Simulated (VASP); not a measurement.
**C (relaxed from the layer:graphite structure): computed properties**

These are r2SCAN meta-GGA, VASP's PBE PAW potentials (set 64) (plane waves; VASP 6.6.1) values and carry that method's errors.

For C, the space group is P6/mmm (191), the cell is a = b = 2.458 Å, c = 16.078 Å, α = β = 90.00°, γ = 120.00° and the band gap (over mesh and band path) is none (metal, semimetal or under 0.01 eV).

```yaml
crystal:
  lattice:
    - [2.45804, 0.00000, 0.00000]
    - [-1.22902, 2.12873, 0.00000]
    - [0.00000, 0.00000, 16.07765]
  atoms:
    - { symbol: C, position: [0.00000, 0.00000, 0.50000] }
    - { symbol: C, position: [0.66667, 0.33333, 0.50000] }
```

The cell holds vacuum, so volume and density refer to the whole cell.   The cell holds a wide vacuum, so values per volume refer to the whole cell.

The cell is a sheet with vacuum, built from a generated structure.
